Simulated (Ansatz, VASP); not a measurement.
# Cross-check of AgAu (Au-Ag-Ag-Au stack, (111) layers) between VASP and Ansatz, part 2 of 2

One calculation is typed for both programs; each brings its own data sets. How far apart do they land? The cell is taken from a series of runs on this material, whose earlier steps may have relaxed, scaled, displaced or heated it; both programs get it as it stands.

VASP 6.6.1 and Ansatz 0.2.0.

So far: Starting point; VASP: zone-centre phonons, PBEsol.

## Step 3: Ansatz: zone-centre phonons, PBEsol

Level of this step: Ansatz beside VASP: Kohn-Sham DFT, plane waves, PBEsol (Ansatz).

Ansatz runs on its PAW soft_1 files.

The same cell, functional, mesh and smearing now go to Ansatz, which takes its cutoff from its data sets.

Contents of input.yaml:

```yaml
crystal:
  lattice:
    - [2.8016228175, -2.7965e-06, 0.0]
    - [-1.4008089869, 2.42627793, 0.0]
    - [0.0, 0.0, 37.9681770654]
  atoms:
    - { symbol: Au, position: [0.0, 0.0, 0.1431393384] }
    - { symbol: Ag, position: [0.3333333333, 0.6666666667, 0.2071352857] }
    - { symbol: Ag, position: [0.6666666667, 0.3333333333, 0.2691606916] }
    - { symbol: Au, position: [0.0, 0.0, 0.3331566389] }
  periodic: [true, true, false]
kpoints:
  mp_grid: { grid: [9, 9, 1] }
hamiltonian:
  xc: pbesol
  pseudopotentials: { kind: paw, azcp: { folder: soft_1 }, xc_functional: pbe }
scf:
  occupations: { method: methfessel_paxton, width: 0.2 }
output:
  eigenvalues: true
phonons:
  method: dfpt
  qmesh: [3, 3, 1]
  temperatures: { t_max: 1000, t_step: 50 }
  qpath:
    path:
      - [0.0, 0.0, 0.0]
      - [0.5, 0.0, 0.0]
      - [0.33333333, 0.33333333, 0.0]
      - [0.0, 0.0, 0.0]
    npoints: 10
  electrical_resistivity:
    mesh: [18, 18, 1]
    temperatures: [20.0, 50.0, 77.0, 100.0, 150.0, 200.0, 300.0, 400.0, 600.0, 800.0]
  superconductivity: { mesh: [18, 18, 1] }
```

Command:

```bash
$ ansatz run input.yaml --threads 4 --pin off --max-ram 12288MiB --backend cpu --events-out ev --progress --plain --runs-dir out
```

Numbers of over 12 decimals in the logs are rounded to 6 here.

What it wrote:

```text
Warning: crystal.symmetry: narrowed to the stabiliser of the run's FFT grids — unitary ops 12 → 6. A phonons.method: dfpt run fills in the rows of the dynamical matrix that it does not solve by its symmetry operations, which is exact only for operations that map its FFT grids onto themselves: filled in by any other, the frequencies could depend on the order in which like atoms are typed, or, by more than the grids' own error, on where the crystal sits among the grids' points. Excluded: 6 operations. The run can therefore solve more perturbations, solve them on more k-points, or both, and cost more. [rest of the remark cut]
Engine: ansatz 0.2.0, aarch64-unknown-linux-gnu
Pseudopotentials: kind: paw
Pseudopotential: Au, paw, valence charge 19, recommended cutoff 420 eV (normal), soft_1/Au.paw.azcp
Pseudopotential: Ag, paw, valence charge 19, recommended cutoff 420 eV (normal), soft_1/Ag.paw.azcp
Functional definition: PBEsol
  exchange = pbesol_x
  correlation = pbesol_c
Crystal: 4 atoms, lattice volume = 258.089 Å³
Basis set: ecut = 420 eV, 5119 PW (Γ), exchange–correlation on 40×40×512 points (8 copies of the dense FFT grid, shifted against one another)
Bands: 46, of which v1, the nominal top of the filled ones, is band 38 counted from 1 (37 counted from 0)
Symmetry: 12 space group operations
k-points: 12 of 81 (irreducible under 6 space group operations, time reversal used)
Non-local potential: Au, projectors of the file, l = 0: 3, l = 1: 2, l = 2: 2, l = 3: 1
Non-local potential: Ag, projectors of the file, l = 0: 3, l = 1: 2, l = 2: 2, l = 3: 1
PAW form: soft (Blöchl's): semilocal exchange-correlation on the pseudo side does not see the compensation charge
PAW frozen core: Au, regenerated for the run's functional, and the local potential with it (the file was generated under x = pbe(κ = 0.804, μ = 0.219515), c = pbe(β = 0.066725))
PAW frozen core: Ag, regenerated for the run's functional, and the local potential with it (the file was generated under x = pbe(κ = 0.804, μ = 0.219515), c = pbe(β = 0.066725))
PAW one-centre angular grid: Au, 590 points (default); XC on 64 Gauss nodes
PAW one-centre angular grid: Ag, 590 points (default); XC on 64 Gauss nodes
Initial density: superposition of atomic densities (neutral atoms: chi_scale 0, normalization atom)
Initial wavefunctions: pseudopotential atomic-orbital guess
Functional: x = pbesol(κ = 0.804, μ = 0.123457), c = pbesol(β = 0.046)
SCF iter   1: F=—  HF=-41063.016142 eV  |F-HF|=—  |Δ(HF+E_count)|=         —  Δρ=4.04e-2  dr2=4.74e0  ethr=3.10e-3  ⟨swp⟩=16.2  Hψ=4034  notcnv=0  defer=6
preconditioner: auto → LDOS  [insulator: Δε(μ)=0.166 eV  Ē_g=9.081 eV  σ=0.200 eV  W_gap=0.61  n_scr=26 (ndim 8)  ℏωp=15.3 eV  f_vac=0.711  D(μ)=1.22/eV (n_scr^D=10)  ε∞_Penn≈3.9  β→1.0]
SCF iter   2: F=—  HF=-41064.130501 eV  |F-HF|=—  |Δ(HF+E_count)|=    1.11e0  S|Δr|=    0.00e0  Δρ=5.64e-2  dr2=7.19e0  ethr=3.10e-3  ⟨swp⟩=3.8  Hψ=1568  notcnv=0  defer=24
[...]
° read free of the cell's end (the report's vacuum.weakly_bound_levels)
--- Phonons (Γ-DFPT): 8 representative perturbations + reference (Σ response iterations 42) ---
  ASR residual: 5.145e-5 → 0.000e0 eV/Å²; symmetrization residual: 1.428e-6 eV/Å²
  The last average, over the group as it would stand without the narrowing to the FFT grids, took up to 1.566e-7 eV/Å² of the zone centre's force constants
  ASR residual per site (eV/Å²): 4.14e-5 5.11e-5 5.15e-5 4.16e-5
  Γ frequencies (cm⁻¹): 0.00 0.00 0.00 19.26 19.26 39.94 39.94 57.70 63.55 63.55 109.41 165.61
--- Phonons (arbitrary-q DFPT): 3 irreducible q on the 3×3×1 mesh ---
  q = [0.0000, 0.0000, 0.0000] (star 1, of the zone-centre solve; hermiticity 2.13e-7, symmetrization 1.06e-7, taken by the last average 2.34e-8): 0.00 0.00 0.00 19.26 19.26 39.94 39.94 57.70 63.55 63.55 109.41 165.61
  q = [0.0000, 0.3333, 0.0000] (star 6, 12 solved perturbations in 828 linear systems a pass and spin channel, the states on 81 of 81 k-point pairs; hermiticity 6.40e-8, symmetrization 3.23e-8, taken by the last average 1.19e-8): 50.84 58.62 65.97 66.64 89.18 90.08 106.49 121.67 138.70 145.88 171.12 173.82
  q = [0.3333, 0.3333, 0.0000] (star 2, 8 solved perturbations in 400 linear systems a pass and spin channel, the states on 81 of 81 k-point pairs; hermiticity 3.61e-8, symmetrization 1.79e-8, taken by the last average 1.35e-8): 69.23 69.96 99.99 99.99 125.56 125.56 132.21 132.21 157.15 167.66 167.66 169.95
  sum rule: each row above includes the acoustic sum rule's correction from the zone centre's row sums; it moved no ω² by more than (0.36 cm⁻¹)²
  mesh force constants: q→R imaginary residual 0.00e0; ASR residual 5.145e-5 → 0.000e0 eV/Å²; symmetrization residual 7.105e-15 eV/Å²
  interpolated dispersion: 31 rows × 12 modes
  density of states and harmonic sums: on the 27×27×1 q-mesh, interpolated from the force constants of a 3×3×1 supercell (no non-analytic term)
  largest difference from the sums on the solved wave vectors: F 7.17e-2 eV, S 1.00e-4 and C_V 2.84e-5 eV/K
  zero-point energy: 0.078732 eV/cell   skipped modes (ω ≤ 0): 3   left out of the sums: 3.43e-4 of the cell's modes: C_V's classical limit lies that fraction below 3 k_B per atom; for a crystal, a wire or a layer, F and S can be off by more, and a phonons.interpolated_qmesh denser along its periods is the remedy for the sampling
[...]
at the Fermi level of each mesh (of a tensor half of its trace):
           mesh   spin    states/(eV spin)  plasma energy (eV)         λ      λ_tr    ħω_log (meV)
        18×18×1                     0.5771              4.6790    0.1815    0.1276           8.201
          9×9×1                     0.5292              4.5331    0.1621    0.1195           8.308
  resistivity on the deck's mesh, µΩ·cm:
     T (K)       trace/2  mesh converged            xx            yy            zz    lowest order   relaxation time
     20.00     4.7747e-2              no     4.7747e-2     4.7747e-2      0.0000e0       7.6460e-2         7.2101e-2
     50.00     6.0914e-1              no     6.0914e-1     6.0914e-1      0.0000e0       7.1519e-1         8.0943e-1
     77.00      1.2938e0              no      1.2938e0      1.2938e0      0.0000e0        1.4264e0          1.6991e0
    100.00      1.8736e0              no      1.8736e0      1.8736e0      0.0000e0        2.0270e0          2.4554e0
    150.00      3.0826e0              no      3.0826e0      3.0826e0      0.0000e0        3.2939e0          4.0341e0
    200.00      4.2518e0              no      4.2518e0      4.2518e0      0.0000e0        4.5383e0          5.5599e0
    300.00      6.5689e0              no      6.5689e0      6.5689e0      0.0000e0        7.0580e0          8.5752e0
    400.00      8.8899e0              no      8.8899e0      8.8899e0      0.0000e0        9.6253e0          1.1584e1
    600.00      1.3500e1              no      1.3500e1      1.3500e1      0.0000e0        1.4735e1          1.7550e1
    800.00      1.8017e1             yes      1.8017e1      1.8017e1      0.0000e0        1.9719e1          2.3395e1
  sheet resistance at 20 K: 0.1258 Ω
  mean free path at 20 K (of a tensor half of its trace): 7488 nm by what each carries, 5500 by the Fermi surface alone
  Hall coefficient in a weak field at 20 K (along the normal): -2.485e-10 m³/C (as a tensor it moves by 24.0 % between the two finest meshes); by each state's relaxation time: -1.519e-10 m³/C; by a constant relaxation time: -3.610e-10 m³/C
  sheet resistance at 50 K: 1.604 Ω
  mean free path at 50 K (of a tensor half of its trace): 487 nm by what each carries, 431 by the Fermi surface alone
  Hall coefficient in a weak field at 50 K (along the normal): -2.963e-10 m³/C (as a tensor it moves by 12.1 % between the two finest meshes); by each state's relaxation time: -2.114e-10 m³/C; by a constant relaxation time: -3.618e-10 m³/C
  sheet resistance at 77 K: 3.408 Ω
  mean free path at 77 K (of a tensor half of its trace): 219 nm by what each carries, 203 by the Fermi surface alone
  Hall coefficient in a weak field at 77 K (along the normal): -2.895e-10 m³/C (as a tensor it moves by 9.8 % between the two finest meshes); by each state's relaxation time: -2.220e-10 m³/C; by a constant relaxation time: -3.633e-10 m³/C
  sheet resistance at 100 K: 4.935 Ω
  mean free path at 100 K (of a tensor half of its trace): 149 nm by what each carries, 140 by the Fermi surface alone
  Hall coefficient in a weak field at 100 K (along the normal): -2.864e-10 m³/C (as a tensor it moves by 9.3 % between the two finest meshes); by each state's relaxation time: -2.268e-10 m³/C; by a constant relaxation time: -3.639e-10 m³/C
  sheet resistance at 150 K: 8.119 Ω
  mean free path at 150 K (of a tensor half of its trace): 89.6 nm by what each carries, 85.2 by the Fermi surface alone
  Hall coefficient in a weak field at 150 K (along the normal): -2.842e-10 m³/C (as a tensor it moves by 9.1 % between the two finest meshes); by each state's relaxation time: -2.313e-10 m³/C; by a constant relaxation time: -3.641e-10 m³/C
  sheet resistance at 200 K: 11.20 Ω
  mean free path at 200 K (of a tensor half of its trace): 64.8 nm by what each carries, 61.8 by the Fermi surface alone
  Hall coefficient in a weak field at 200 K (along the normal): -2.839e-10 m³/C (as a tensor it moves by 9.1 % between the two finest meshes); by each state's relaxation time: -2.331e-10 m³/C; by a constant relaxation time: -3.637e-10 m³/C
  sheet resistance at 300 K: 17.30 Ω
  mean free path at 300 K (of a tensor half of its trace): 41.9 nm by what each carries, 40.0 by the Fermi surface alone
  Hall coefficient in a weak field at 300 K (along the normal): -2.847e-10 m³/C (as a tensor it moves by 9.4 % between the two finest meshes); by each state's relaxation time: -2.350e-10 m³/C; by a constant relaxation time: -3.626e-10 m³/C
  sheet resistance at 400 K: 23.41 Ω
  mean free path at 400 K (of a tensor half of its trace): 31.0 nm by what each carries, 29.5 by the Fermi surface alone
  Hall coefficient in a weak field at 400 K (along the normal): -2.856e-10 m³/C (as a tensor it moves by 9.6 % between the two finest meshes); by each state's relaxation time: -2.362e-10 m³/C; by a constant relaxation time: -3.613e-10 m³/C
  sheet resistance at 600 K: 35.56 Ω
  mean free path at 600 K (of a tensor half of its trace): 20.5 nm by what each carries, 19.5 by the Fermi surface alone
  Hall coefficient in a weak field at 600 K (along the normal): -2.857e-10 m³/C (as a tensor it moves by 9.6 % between the two finest meshes); by each state's relaxation time: -2.361e-10 m³/C; by a constant relaxation time: -3.585e-10 m³/C
  sheet resistance at 800 K: 47.45 Ω
  mean free path at 800 K (of a tensor half of its trace): 15.4 nm by what each carries, 14.6 by the Fermi surface alone
  Hall coefficient in a weak field at 800 K (along the normal): -2.843e-10 m³/C (as a tensor it moves by 9.4 % between the two finest meshes); by each state's relaxation time: -2.343e-10 m³/C; by a constant relaxation time: -3.559e-10 m³/C
  the resistivity times a path that all electrons share, by the Fermi surface of the deck's mesh alone (half of the trace): 2.626e-15 Ω·m²
  not converged in the mesh (λ; λ_tr; the resistivity at 20 K by 6.24 %; the resistivity at 50 K by 5.95 %; the resistivity at 77 K by 5.24 %; the resistivity at 100 K by 4.85 %; the resistivity at 150 K by 4.27 %; the resistivity at 200 K by 3.97 %; the resistivity at 300 K by 3.95 %; the resistivity at 400 K by 3.96 %; the resistivity at 600 K by 3.04 %): between neighbouring meshes, the two finest first, λ moves b [...]
  vibrations of 9 cells: unjudged by the run; compare a larger repeat
  the changes of the potential over all sites missed a rigid shift's by 0.35 % (the site terms' by 0.04 %)
[the section on superconductivity is kept apart]
```

## Step 4: Side by side

Known differences besides the potentials themselves: Ansatz cuts the interaction across the vacuum, VASP repeats the sheet without a dipole correction; VASP's run holds the zone centre alone; the data sets hold 76 valence electrons in Ansatz (on its PAW soft_1 files) and 44 in VASP; the cutoff is 420 eV in Ansatz and 500 eV in VASP; Ansatz makes its cores anew for this functional, VASP keeps those of its PBE data sets. Total energies have different zeros and are not compared.

Compared:

| quantity | Ansatz | VASP | difference |
| --- | --- | --- | --- |
| optical mode 1 to 2 (cm⁻¹) | 19.3 | 18.4 | +0.8 |
| optical mode 3 to 4 (cm⁻¹) | 39.9 | 40.2 | -0.2 |
| optical mode 5 (cm⁻¹) | 57.7 | 57.3 | +0.70 % |
| optical mode 6 to 7 (cm⁻¹) | 63.5 | 63.8 | -0.46 % |
| optical mode 8 (cm⁻¹) | 109.4 | 109.0 | +0.39 % |
| optical mode 9 (cm⁻¹) | 165.6 | 164.6 | +0.61 % |

Modes are paired by rising frequency, not by their patterns, so a pair may set unlike modes beside each other; they are those without the splitting of longitudinal modes. Where the cell holds vacuum, a pressure given here is an average over it and none of the material.

## Step 5: Results

| Quantity | Value |
| --- | --- |
| r.m.s. difference of the optical zone-centre modes, each program's sorted by frequency (zone-centre phonons, PBEsol) | 0.58 cm⁻¹ |
| difference in optical mode 5 (zone-centre phonons, PBEsol) | +0.7 % |

**Reading.** The r.m.s. difference of the optical zone-centre modes, each program's sorted by frequency is 0.58 cm⁻¹ (zone-centre phonons, PBEsol). The data sets hold unlike numbers of valence electrons (76 in Ansatz and 44 in VASP), so part of the differences may come from the potentials. Among the rows given in per cent, the largest difference of the zone-centre phonons, PBEsol pair is in optical mode 5, +0.7 %. How closely two codes agree says nothing of how well the functional describes the real material.

[Lines on the potential files, build, host, timing and source positions are cut from VASP's logs without a mark.]

[Logs are printed without paths, hosts, clocks, repeated set-up lines and the standing remarks that a program may print on its own settings, such as how far it seeks lower states.]

[Hosts, paths, dates, database ids (printed as entryN), source tags and the programs' standing remarks are cut or masked in the printed files.]
